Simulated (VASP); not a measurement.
An input for Quantum ESPRESSO's pw.x (written as the equivalent of a VASP run, and not itself run):

```
&CONTROL
  calculation = 'vc-relax'
  pseudo_dir = './pseudo'
  outdir = './out'
  tprnfor = .true.
  tstress = .true.
  nstep = 60
  forc_conv_thr = 0.00039
/
&SYSTEM
  ibrav = 0
  nat = 2
  ntyp = 1
  ecutwfc = 78
  occupations = 'smearing'
  smearing = 'methfessel-paxton'
  degauss = 0.00735
  input_dft = 'vdw-df2-b86r'
/
&ELECTRONS
  conv_thr = 7.3e-08
  electron_maxstep = 100
/
&IONS
/
&CELL
/
ATOMIC_SPECIES
  Sc 44.956 Sc.upf
CELL_PARAMETERS angstrom
     1.6426226   -2.8451058    0.0000000
     1.6426226    2.8451058   -0.0000000
     0.0000000   -0.0000000    5.1000487
ATOMIC_POSITIONS crystal
  Sc   0.3333330  0.6666670  0.2500000
  Sc   0.6666670  0.3333330  0.7500000
K_POINTS automatic
  12 12 7 0 0 0
```

Question: Write the VASP files for the same calculation (rev-vdW-DF2).

Answer: This is not unique; one that fits is 
File KPOINTS:
```
Automatic mesh
0
Gamma
12 12 7
0 0 0
```

POSCAR:
```
Sc
1
    1.6426226270    -2.8451057630     0.0000000000
    1.6426226270     2.8451057630    -0.0000000000
    0.0000000000    -0.0000000000     5.1000487286
Sc
2
Direct
  0.3333330000   0.6666670000   0.2500000000
  0.6666670000   0.3333330000   0.7500000000
```

INCAR:
```
AGGAC  =  0.0
ALGO  =  Normal
EDIFF  =  1E-6
EDIFFG  =  -0.01
ENCUT  =  520
GGA  =  MK
IBRION  =  2
ISIF  =  3
ISMEAR  =  1
LASPH  =  .TRUE.
LCHARG  =  .FALSE.
LMAXMIX  =  4
LREAL  =  .FALSE.
LUSE_VDW  =  .TRUE.
LWAVE  =  .FALSE.
NELM  =  100
NSW  =  60
PARAM1  =  0.1234568
PARAM2  =  0.7114
PREC  =  Accurate
SIGMA  =  0.1
SYSTEM  =  Sc
ZAB_VDW  =  -1.8867
```

POTCAR, in this order: Sc_sv (PBE.64 set). Program: vasp_std.

Limits of the translation: the potentials are each code's own (VASP's PAW set, PseudoDojo norm-conserving files in pw.x), so ENCUT and ecutwfc are chosen apart and not converted; conv_thr bounds pw.x's estimated SCF error, while EDIFF bounds the energy change between steps; forc_conv_thr acts on force components and is met together with etot_conv_thr.

The compound is Sc in the hcp structure. This run relaxes it. Symmetry was kept, so distortions that lower it aren't found. The start is the result of an earlier pass.
